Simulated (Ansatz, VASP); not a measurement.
Hg3BiP in VASP and in Ansatz

```
CELL_PARAMETERS angstrom
5.68972 0.00000 0.00000
0.00000 5.68972 0.00000
0.00000 0.00000 5.68972
ATOMIC_POSITIONS crystal
Bi 0.00000 0.00000 0.00000
P 0.50000 0.50000 0.50000
Hg 0.50000 0.50000 0.00000
Hg 0.50000 0.00000 0.50000
Hg 0.00000 0.50000 0.50000
```

The cell comes from a database or a generator and needn't be the stable form of this composition.

Alike in both runs: task single point; functional LDA; k mesh 4 × 4 × 4; occupations gaussian, width 0.05 eV; no spin polarisation.

```csv
,VASP,Ansatz
version,VASP 6.6.1,Ansatz 0.2.0
potentials or method,"VASP PAW LDA potentials, release 64 (Bi_d, P, Hg)","scalar-relativistic, plane waves, PAW"
plane-wave cutoff (eV),520,420
valence electrons in the cell,56,80
```

|  | VASP | Ansatz | Ansatz less VASP |
| --- | --- | --- | --- |
| gap on the k mesh at the Fermi level (eV) | none | none | - |
| pressure (GPa) | -7.9 | -7.9 | -0.04 |

A gap of «none» marks a metal or a gap that the smearing closes. The two sets of potentials don't hold the same shells in valence.

Caveats: spin-orbit coupling is left out, which moves the levels of the heavy elements.
